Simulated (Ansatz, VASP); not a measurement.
**InSe in two plane-wave programs**

Aim: how closely do two programs agree when they are given the same cell, functional and k mesh? The structure shown is the start of the Ansatz relaxation below; VASP solves that cell, so the two are compared at the walk's first step.

Calculated with Ansatz 0.2.0; plane waves, with VASP 6.6.1 beside it; single point at LDA.

## Step 1: The starting structure

Symmetry: R3m, No. 160, trigonal system. The conventional cell has a = 4.000 Å, b = 4.000 Å, c = 24.548 Å, α = 90.00°, β = 90.00°, γ = 120.00°. Se has 3 In at 2.64 Å nearest. In has 3 Se at 2.64 Å and 1 In at 2.76 Å nearest. Nearest to In lie 3 Se at 2.64 Å and 1 In at 2.76 Å. Farther neighbours and most contacts between anions are not listed.

## Step 2: Ansatz: relaxation, LDA

Ansatz runs on its PAW soft_1 files.

The two programs are compared at the cell with which this relaxation starts, whose forces are those of its first step.

File input.yaml:

```yaml
crystal:
  lattice:
    - [1.9998061154, 1.1545885991, 8.1828153873]
    - [-1.9998061154, 1.1545885991, 8.1828153873]
    - [0.0, -2.3091771981, 8.1828153873]
  atoms:
    - { symbol: Se, position: [0.3858495684, 0.3858495684, 0.3858495684] }
    - { symbol: Se, position: [0.1695205505, 0.1695205505, 0.1695205505] }
    - { symbol: In, position: [1.0005343288, 0.0005343288, 0.0005343288] }
    - { symbol: In, position: [0.8880955523, 0.8880955523, 0.8880955523] }
kpoints:
  mp_grid: { grid: [12, 12, 12] }
hamiltonian:
  xc: lda
  pseudopotentials: { kind: paw, azcp: { folder: soft_1 }, xc_functional: pbe }
scf:
  occupations: { method: gaussian, width: 0.01 }
output:
  forces: true
  stress: true
  eigenvalues: true
relax:
  adjacent_minimum: "off"
  f_tol: 0.001
  max_steps: 60
  cell: { stress_tol: 0.01, fix: [volume] }
```

On the command line:

```sh
> ansatz run input.yaml --threads 4 --pin off --max-ram 16384MiB --backend cpu --events-out ev --progress --plain --runs-dir out
```

Numbers of over 12 decimals in the logs are rounded to 6 here.

The log of the run:

```text
basis.fft_grid_basis auto: the FFT boxes are laid along the combinations [[1, 0, -1], [0, 1, -1], [0, 0, 1]] of the cell's own vectors, 4.000, 4.000 and 8.502 Å long. The dense box has 27×27×60 points. Along the cell's own vectors, as sized, it would have 60×60×60, 4.94 times as many. Of the 6 symmetry operations that the crystal satisfies within crystal.symmetry.tolerance (time reversal apart; of a slab, those that  [...]
Engine: ansatz 0.2.0, x86_64-unknown-linux-gnu
Pseudopotentials: kind: paw
Pseudopotential: Se, paw, valence charge 16, recommended cutoff 420 eV (normal), soft_1/Se.paw.azcp
Pseudopotential: In, paw, valence charge 13, recommended cutoff 420 eV (normal), soft_1/In.paw.azcp
Functional definition: SPW92
  exchange = slater_x
  correlation = pw_c
Crystal: 4 atoms, lattice volume = 113.362 Å³
Basis set: ecut = 420 eV, 2253 PW (Γ), FFT grids on a1−a3, a2−a3, a3
Bands: 35, of which v1, the nominal top of the filled ones, is band 29 counted from 1 (28 counted from 0)
Symmetry: 6 space group operations
Space group: R3m (ITA 160), of the structure as read, at distance tolerance 4.8e-5 Å
k-points: 189 of 1728 (time reversal used)
Non-local potential: Se, projectors of the file, l = 0: 2, l = 1: 2, l = 2: 3, l = 3: 1
Non-local potential: In, projectors of the file, l = 0: 2, l = 1: 2, l = 2: 2, l = 3: 1
PAW form: soft (Blöchl's): semilocal exchange-correlation on the pseudo side does not see the compensation charge
PAW frozen core: Se, regenerated for the run's functional, and the local potential with it (the file was generated under x = pbe(κ = 0.804, μ = 0.219515), c = pbe(β = 0.066725))
PAW frozen core: In, regenerated for the run's functional, and the local potential with it (the file was generated under x = pbe(κ = 0.804, μ = 0.219515), c = pbe(β = 0.066725))
PAW one-centre angular grid: Se, 590 points (default); XC on 64 Gauss nodes
PAW one-centre angular grid: In, 590 points (default); XC on 64 Gauss nodes
Initial density: superposition of atomic densities (chi_scale 0.1, normalization cell, long waves kept (reshape's long-wave potential 0.65 eV rms))
Initial wavefunctions: pseudopotential atomic-orbital guess
Functional: x = slater, c = lda
SCF iter   1: F=—  HF=-21685.623688 eV  |F-HF|=—  |Δ(HF+E_count)|=         —  Δρ=4.93e-2  dr2=1.53e1  ethr=3.10e-3  ⟨swp⟩=6.8  Hψ=29090  notcnv=0
preconditioner: auto → Resta (q_TF=auto, 2.440 Å⁻¹)  ε∞=3.2  [insulator: Δε(μ)=0.095 eV  Ē_g=14.525 eV  σ=0.010 eV  W_gap=1.00  n_scr=30 (ndim 8)  ℏωp=21.5 eV  f_vac=0.019  D(μ)=0.00/eV (n_scr^D=0)  ε∞_Penn≈3.2]
SCF iter   2: F=—  HF=-21683.065399 eV  |F-HF|=—  |Δ(HF+E_count)|=    2.56e0  Δρ=1.94e-2  dr2=4.65e-1  ethr=3.10e-3  ⟨swp⟩=4.7  Hψ=14459  notcnv=0  defer=214
SCF iter   3: F=—  HF=-21682.906562 eV  |F-HF|=—  |Δ(HF+E_count)|=   1.59e-1  Δρ=1.08e-2  dr2=1.07e-1  ethr=8.02e-4  ⟨swp⟩=2.5  Hψ=14208  notcnv=0  defer=216
SCF iter   4: F=—  HF=-21682.864273 eV  |F-HF|=—  |Δ(HF+E_count)|=   4.23e-2  Δρ=1.55e-3  dr2=5.75e-3  ethr=1.85e-4  ⟨swp⟩=3.0  Hψ=12702  notcnv=0  defer=216
SCF iter   5: F=—  HF=-21682.860995 eV  |F-HF|=—  |Δ(HF+E_count)|=   3.28e-3  Δρ=7.37e-4  dr2=7.64e-4  ethr=9.91e-6  ⟨swp⟩=2.9  Hψ=13327  notcnv=0  defer=216
SCF iter   6: F=—  HF=-21682.861101 eV  |F-HF|=—  |Δ(HF+E_count)|=   1.06e-4  Δρ=1.67e-4  dr2=1.19e-4  ethr=1.32e-6  ⟨swp⟩=2.0  Hψ=8343  notcnv=0  defer=216
SCF iter   7: F=—  HF=-21682.861090 eV  |F-HF|=—  |Δ(HF+E_count)|=   1.12e-5  Δρ=4.98e-5  dr2=1.08e-5  ethr=2.05e-7  ⟨swp⟩=2.2  Hψ=7803  notcnv=0  defer=216
SCF iter   8: F=—  HF=-21682.861090 eV  |F-HF|=—  |Δ(HF+E_count)|=   5.18e-7  Δρ=1.50e-5  dr2=3.66e-7  ethr=1.86e-8  ⟨swp⟩=2.1  Hψ=9754  notcnv=0  defer=216
SCF iter   9: F=-21682.861090 eV  HF=-21682.861090 eV  |F-HF|=7.45e-8  |Δ(HF+E_count)|=   2.99e-8  Δρ=4.76e-6  dr2=7.76e-8  ethr=1.72e-10  ⟨swp⟩=11.2  Hψ=33812  notcnv=0
SCF 1 converged in 9 iterations: F = -21682.861090 eV  dr2 = 7.76e-8
  greatest PAW one-centre occupation: 1.000 electrons in one spin orbital (limit 2), on the Se atom at site 1 (counted from 0), in its partial waves of l = 2
relax step   1: F+E_penalty+E_count = -21682.86109030 eV  Δ(F+E_penalty+E_count) = +0.000e0 eV  max|allowed force component| = 1.420e-1 eV/Å  Δτ_max = 0.0000 Å  P = -1.070 GPa  Ω = 113.362 Å³  fix = [volume]  reactions: volume -1.070 GPa  (9 SCF iters, dr2 threshold 1.00e-7 eV, accepted)
[...]
relax step   3: F+E_penalty+E_count = -21682.86491574 eV  Δ(F+E_penalty+E_count) = -3.825e-3 eV  max|allowed force component| = 5.790e-3 eV/Å  Δτ_max = 0.0310 Å  P = -0.541 GPa  Ω = 113.362 Å³  fix = [volume]  reactions: volume -0.541 GPa  (11 SCF iters, accepted)
[...]
relax step   4: F+E_penalty+E_count = -21682.86498991 eV  Δ(F+E_penalty+E_count) = -7.417e-5 eV  max|allowed force component| = 2.215e-3 eV/Å  Δτ_max = 0.0023 Å  P = -0.507 GPa  Ω = 113.362 Å³  energy of the carried Pulay correction = +4.007e-18 eV  fix = [volume]  reactions: volume -0.507 GPa  (5 SCF iters, dr2 threshold 1.65e-8 eV, accepted)
[...]
relax step   5: F+E_penalty+E_count = -21682.86500177 eV  Δ(F+E_penalty+E_count) = -1.186e-5 eV  max|allowed force component| = 1.088e-4 eV/Å  Δτ_max = 0.0007 Å  P = -0.503 GPa  Ω = 113.362 Å³  fix = [volume]  reactions: volume -0.503 GPa  (5 SCF iters, dr2 threshold 2.54e-9 eV, accepted)
[...]
relax step   6: F+E_penalty+E_count = -21682.86500710 eV  Δ(F+E_penalty+E_count) = -5.329e-6 eV  max|allowed force component| = 1.177e-4 eV/Å  Δτ_max = 0.0000 Å  P = -0.503 GPa  Ω = 113.362 Å³  fix = [volume]  reactions: volume -0.503 GPa  stress off target by 2.95e-3 GPa on what of the cell is left free  SCF on the basis re-selected at this cell (its energy is not comparable with the rows above)  (6 SCF iters)
basis re-selected at this cell: Δ(F+E_penalty+E_count) = -5.329e-6 eV, ΔP = +0.000 GPa vs the last step (what re-selecting the basis moved, of the pressure what is left beyond the Pulay correction that the steps carried, after the strain that the cell walked since its last selection, with what the two solves' SCF thresholds leave and, on support functions, any second-order correction that the steps lacked; it is no m [...]
SCF converged after 6 iterations
Free energy (F): -21682.865007 eV
Harris-Foulkes:  -21682.865007 eV  (|F-HF|=0.00e0)
Internal energy: -21682.865007 eV  (E = F + TS)
E sigma→0 (E₀):  -21682.865007 eV
Fermi energy:    7.383838 eV
--- Per-component energies (eV) ---
  E_band       = -922.522139
  E_kinetic    = 661.943742
  E_local      = -8135.847843  (includes V_loc(G=0)·N_el)
  E_nonlocal   = -40.047623
  E_hartree    = 3949.974554
  E_xc         = -453.438642
  E_vxc        = -362.047215  (∫ρ·V_xc dr)
  E_paw        = -12230.509701  (= ΣΔE_a)
  E_vpaw       = -946.471718  (= ΣTr[D̂ρ^β])
  E_aug_tail   = -0.000593  (compensation charges beyond the density's cutoff)
  E_ewald      = -5439.942688
  E_core_change = 5.003789  (= ΣΔE_core)
  E_smearing   = -0.000000  (= −TS)
  E_closure    = 0.000000  (closes the sum)
  Σ components = -21682.865007   (vs F -21682.865007, Δ=0.00e0)
--- Forces (eV/Å), atoms counted from 1 ---
  atom   1  Se    -0.00000000    -0.00000000    -0.00011777
  atom   2  Se     0.00000000     0.00000000     0.00010231
  atom   3  In     0.00000000     0.00000000     0.00001616
  atom   4  In    -0.00000000    -0.00000000    -0.00000086
  max |Σ_I F_I| component: 1.54e-7 eV/Å
--- Stress (GPa, compression-positive) ---
       -0.504749       0.000000       0.000000
        0.000000      -0.504749       0.000000
        0.000000       0.000000      -0.500327
  P = ⅓ Tr σ = -0.5033 GPa (-5.033 kbar)
--- Band table (eV; the first three rows and the last of 189) ---
  k-point 0: bands = [... 25 lower, 5.8757, 5.8757, 6.0019, 6.0019, 8.9012, 9.1894, 11.4813, 11.4813, ... 2 higher]
  k-point 1: bands = [... 25 lower, 5.6898, 5.7765, 5.9257, 6.0218, 9.0859, 9.5883, 11.0642, 11.5574, ... 2 higher]
  k-point 2: bands = [... 25 lower, 5.3977, 5.5387, 5.7167, 6.1314, 9.3182, 9.8216, 10.8473, 11.6911, ... 2 higher]
  k-point 188: bands = [... 25 lower, 5.7969, 6.0900, 6.0900, 7.2852, 7.4825, 9.2406, 11.3794, 11.3794, ... 2 higher]
--- Relaxed structure (5 steps of the walk, 4 accepted, 1 SCFs on fresh bases) ---
  F+E_penalty+E_count = -21682.86500710 eV   max|allowed force component| = 1.177e-4 eV/Å   (the final SCF, on the basis selected at the relaxed cell)
  cell:  # Å, volume = 113.3624 Å³
    - [1.993531, 1.150966, 8.234413]
    - [-1.993531, 1.150966, 8.234413]
    - [5.380084237988727e-19, -2.301931, 8.234413]
  atoms:
    - { symbol: Se, position: [0.384476, 0.384476, 0.384476] }
    - { symbol: Se, position: [0.170878, 0.170878, 0.170878] }
    - { symbol: In, position: [0.999988, -1.2007267626068518e-5, -1.200726762617954e-5] }
    - { symbol: In, position: [0.888658, 0.888658, 0.888658] }
```

## Step 3: VASP: single point, LDA, start cell, pair 1

The same cell, functional (in two slightly different forms), mesh and smearing now go to VASP, with its own data sets.

Lines of VASP's logs that name or quote its potential files are left out, and so is its time.

File INCAR:

```
SYSTEM = InSe
PREC = Accurate
ENCUT = 400
EDIFF = 1E-06
NELM = 120
ISMEAR = 0
SIGMA = 0.01
LREAL = .FALSE.
ALGO = Normal
GGA = PW92
NBANDS = 25
LORBIT = 11
LWAVE = .FALSE.
LCHARG = .FALSE.
ISIF = 2
LASPH = .TRUE.
GGA_COMPAT = .FALSE.
EFERMI = MIDGAP
KPAR = 2
```

File POSCAR:

```
InSe
1.0
    1.9998060000      1.1545890000      8.1828150000
   -1.9998060000      1.1545890000      8.1828150000
    0.0000000000     -2.3091770000      8.1828150000
Se In
2 2
Direct
    0.3858495164      0.3858495164      0.3858496835
    0.1695204985      0.1695204985      0.1695206656
    0.0005342755      0.0005342755      0.0005344426
    0.8880955447      0.8880955447      0.8880957118
```

File KPOINTS:

```
Automatic mesh
0
Gamma
12 12 12
0 0 0
```

Potentials, in the order of the species: Se and In_d (LDA family, release 64).

On the command line:

```sh
> mpirun -np 2 vasp_std
```

The log of the run:

```text
[banner, memory and clock lines left out]
running    2 mpi-ranks, on    1 nodes
 distrk:  each k-point on    1 cores,    2 groups
 distr:  one band on    1 cores,    1 groups

 POSCAR found type information on POSCAR SeIn
 POSCAR found :  2 types and       4 ions
|                                                                             |
|               ----> ADVICE to this user running VASP <----                  |
|                                                                             |
|     You enforced a specific xc type in the INCAR file but a different       |
|     [... a line on the potential file left out ...]
|     I HOPE YOU KNOW WHAT YOU ARE DOING!                                     |
|                                                                             |

 LDA part: xc-table for (Slater(with rela. corr.)+PW92), standard interpolation
 POSCAR, INCAR and KPOINTS ok, starting setup
 FFT: planning ... GRIDC
 FFT: planning ... GRID_SOFT
 FFT: planning ... GRID
 WAVECAR not read
 entering main loop
       N       E                     dE             d eps       ncg     rms          rms(c)
DAV:   1     0.306178359298E+03    0.30618E+03   -0.15139E+04  9450   0.141E+03
DAV:   2     0.162617229135E+02   -0.28992E+03   -0.28389E+03  9844   0.363E+02
DAV:   3    -0.158854371024E+02   -0.32147E+02   -0.31649E+02 12308   0.139E+02
DAV:   4    -0.170949317171E+02   -0.12095E+01   -0.12074E+01 10746   0.297E+01
DAV:   5    -0.171537029489E+02   -0.58771E-01   -0.58765E-01 15263   0.583E+00    0.691E+00
DAV:   6    -0.167015094640E+02    0.45219E+00   -0.95466E-01 12830   0.159E+01    0.425E+00
DAV:   7    -0.166606505765E+02    0.40859E-01   -0.33425E-01 12466   0.409E+00    0.112E+00
DAV:   8    -0.166548367977E+02    0.58138E-02   -0.27087E-02 14413   0.189E+00    0.557E-01
DAV:   9    -0.166539947383E+02    0.84206E-03   -0.46176E-03 11451   0.462E-01    0.141E-01
DAV:  10    -0.166540094077E+02   -0.14669E-04   -0.28456E-04 14114   0.128E-01    0.774E-02
DAV:  11    -0.166540211944E+02   -0.11787E-04   -0.51483E-05 12436   0.733E-02    0.165E-02
DAV:  12    -0.166540180022E+02    0.31921E-05   -0.10454E-05 13407   0.336E-02    0.124E-02
DAV:  13    -0.166540183638E+02   -0.36160E-06   -0.18261E-06  7855   0.835E-03
   1 F= -.16654018E+02 E0= -.16654018E+02  d E =-.111240E-32
```

OUTCAR, selected parts (step 3):

```text
ion  position               nearest neighbor table
   1  0.386  0.386  0.386-   3 2.64   3 2.64   3 2.64
   2  0.170  0.170  0.170-   4 2.64   4 2.64   4 2.64
   3  0.001  0.001  0.001-   1 2.64   1 2.64   1 2.64   4 2.76
   4  0.888  0.888  0.888-   2 2.64   2 2.64   2 2.64   3 2.76

  LATTYP: Found a trigonal (rhomboedric) cell.
 ALAT       =     8.5023973749
 COS(alpha) =     0.8893572370

 Subroutine GETGRP returns: Found  6 space group operations
 (whereof  6 operations were pure point group operations)

The static configuration has the point symmetry C_3v.

 Found    189 irreducible k-points:

   k-points           NKPTS =    189   k-points in BZ     NKDIM =    189   number of bands    NBANDS=     25

   dimension x,y,z NGX =    56 NGY =   56 NGZ =   56
   dimension x,y,z NGXF=   112 NGYF=  112 NGZF=  112

   ENCUT  =  400.0 eV  29.40 Ry    5.42 a.u.  13.87 13.87 13.87*2*pi/ulx,y,z

   NELECT =      38.0000    total number of electrons

 k-points in reciprocal lattice and weights: Automatic mesh
   0.00000000  0.00000000  0.00000000       0.001
   0.08333333 -0.00000000 -0.00000000       0.003
   0.16666667 -0.00000000 -0.00000000       0.003
   0.25000000 -0.00000000  0.00000000       0.003
   0.33333333 -0.00000000 -0.00000000       0.003
   0.41666667 -0.00000000 -0.00000000       0.003
   0.50000000 -0.00000000  0.00000000       0.002
   0.08333333  0.08333333 -0.00000000       0.003
   0.16666667  0.08333333  0.00000000       0.007
[...]
-0.41666667  0.50000000  0.41666667       0.003
   0.50000000  0.50000000  0.50000000       0.001

 average (electrostatic) potential at core
       1 -60.0756       2 -60.0762       3 -96.4140       4 -96.4126

 E-fermi :   4.4135

 k-point     1 :       0.0000    0.0000    0.0000
  band No.  band energies     occupation
    ...
     15       2.5762      2.00000
     16       2.8913      2.00000
     17       2.8913      2.00000
     18       3.0574      2.00000
     19       3.0574      2.00000
     20       5.9949      0.00000
     21       6.2224      0.00000
     22       8.4971      0.00000
     23       8.4971      0.00000
     24       9.3225      0.00000
    ...

 k-point     2 :       0.0833   -0.0000   -0.0000
  band No.  band energies     occupation
    ...
     15       2.2298      2.00000
     16       2.7327      2.00000
     17       2.7926      2.00000
     18       2.9843      2.00000
     19       3.0659      2.00000
     20       6.1521      0.00000
     21       6.6147      0.00000
     22       8.0835      0.00000
     23       8.5690      0.00000
     24       9.2205      0.00000
    ...

 k-point     3 :       0.1667   -0.0000   -0.0000
  band No.  band energies     occupation
    ...
     15       1.4214      2.00000
     16       2.4794      2.00000
     17       2.5558      2.00000
     18       2.7822      2.00000
     19       3.1744      2.00000
     20       6.3348      0.00000
     21       6.8500      0.00000
     22       7.8586      0.00000
     23       8.6821      0.00000
     24       8.7326      0.00000
    ...

  Total       -0.7011921     -0.7011923     -0.6597010      0.0000000     -0.0000000     -0.0000000
  in kB       -9.9101096     -9.9101119     -9.3237057      0.0000000     -0.0000004     -0.0000000
  external PRESSURE =      -9.7146424 kB  Pullay stress =       0.0000000 kB

  energy-cutoff  :      400.00
  volume of cell :      113.36
      direct lattice vectors                 reciprocal lattice vectors
     1.999806000  1.154589000  8.182815000     0.250024252  0.144351553  0.040735772
    -1.999806000  1.154589000  8.182815000    -0.250024252  0.144351553  0.040735772
     0.000000000 -2.309177000  8.182815000     0.000000000 -0.288703105  0.040735790

 POSITION                                       TOTAL-FORCE (eV/Angst)
 -----------------------------------------------------------------------------------
      0.00000     -0.00000      9.47201         0.000000     -0.000000     -0.120412
      0.00000     -0.00000      4.16147         0.000000      0.000000      0.117776
      0.00000     -0.00000      0.01312         0.000000      0.000000      0.056747
      0.00000      0.00000     21.80137         0.000000     -0.000000     -0.054111
 -----------------------------------------------------------------------------------
    total drift:                               -0.000000      0.000605      0.001405

  FREE ENERGIE OF THE ION-ELECTRON SYSTEM (eV)
  ---------------------------------------------------
  free  energy   TOTEN  =       -16.6540183638 eV

  energy  without entropy=      -16.6540183638  energy(sigma->0) =      -16.65401836

 total charge
# of ion       s       p       d       tot
------------------------------------------
    1        1.480   2.325   0.024   3.829
    2        1.480   2.326   0.025   3.830
    3        0.876   0.689   9.882  11.447
    4        0.876   0.691   9.882  11.449
--------------------------------------------------
tot          4.712   6.030  19.813  30.555

[... 3 further parts left out ...]
```

The run ends at a pressure of -0.97 GPa, with forces up to 0.12 eV/Å.

## Step 4: Side by side

Known differences besides the potentials themselves: the data sets hold 58 valence electrons in Ansatz (on its PAW soft_1 files) and 38 in VASP; the cutoff is 420 eV in Ansatz and 400 eV in VASP; VASP's log shows a relativistic correction to its local exchange, Ansatz's none. Total energies have different zeros and are not compared.

Forces (eV/Å; atoms numbered as in POSCAR):

| atom | Ansatz x, y, z | VASP x, y, z |
| --- | --- | --- |
| Se1 | 0.000, 0.000, -0.142 | 0.000, 0.000, -0.120 |
| Se2 | 0.000, 0.000, 0.140 | 0.000, 0.000, 0.118 |
| In3 | 0.000, 0.000, 0.068 | 0.000, 0.000, 0.057 |
| In4 | 0.000, 0.000, -0.066 | 0.000, 0.000, -0.054 |

The forces differ by 10 meV/Å r.m.s., which is 18.8 % of the r.m.s. force of 0.054 eV/Å (both taken over all components).

## Step 5: Ansatz: relaxation, LDA

The two programs are compared at the cell with which this relaxation starts, whose forces are those of its first step. The cell compared in this pair holds 115.59 Å³, against 113.36 Å³ for the pair before.

The structure compared here is the start of the Ansatz relaxation; VASP solves that cell, so the two are compared at the walk's first step.

input.yaml, the sections that differ from step 2:

```yaml
crystal:
  lattice:
    - [2.0064761852, 1.1584395657, 8.2878844208]
    - [-2.0064761852, 1.1584395657, 8.2878844208]
    - [0.0, -2.3168791313, 8.2878844208]
  atoms:
    - { symbol: Se, position: [0.3844760235, 0.3844760235, 0.3844760235] }
    - { symbol: Se, position: [0.1708775189, 0.1708775189, 0.1708775189] }
    - { symbol: In, position: [0.9999879927, -1.20073e-05, -1.20073e-05] }
    - { symbol: In, position: [0.8886584649, 0.8886584649, 0.8886584649] }
# kpoints, hamiltonian, scf, output, relax: as in step 2
```

On the command line:

```sh
> ansatz run input.yaml --threads 4 --pin off --max-ram 16384MiB --backend cpu --events-out ev --progress --plain --runs-dir out
```

The log of the run:

```text
[...]
Crystal: 4 atoms, lattice volume = 115.585 Å³
Basis set: ecut = 420 eV, 2277 PW (Γ), FFT grids on a1−a3, a2−a3, a3
Bands: 35, of which v1, the nominal top of the filled ones, is band 29 counted from 1 (28 counted from 0)
Symmetry: 6 space group operations
[...]
k-points: 189 of 1728 (time reversal used)
[...]
cell:  # Å, volume = 115.5852 Å³
    - [1.998442, 1.153801, 8.354660]
    - [-1.998442, 1.153801, 8.354660]
    - [0, -2.307602, 8.354660]
  atoms:
    - { symbol: Se, position: [0.382947, 0.382947, 0.382947] }
    - { symbol: Se, position: [0.172395, 0.172395, 0.172395] }
    - { symbol: In, position: [0.999309, -0.000691075, -0.000691075] }
    - { symbol: In, position: [0.889349, 0.889349, 0.889349] }
[key lines of the parts left out:]
SCF converged after 6 iterations
Free energy (F): -21682.855412 eV
Fermi energy:    7.107569 eV
P = ⅓ Tr σ = -0.8624 GPa (-8.624 kbar)
```

(Continued in part 2 of 2.)

[Lines on the potential files, build, host, timing and source positions are cut from VASP's logs without a mark.]

[Logs are printed without paths, hosts, clocks, repeated set-up lines and the standing remarks that a program may print on its own settings, such as how far it seeks lower states.]

[Hosts, paths, dates, database ids (printed as entryN), source tags and the programs' standing remarks are cut or masked in the printed files.]
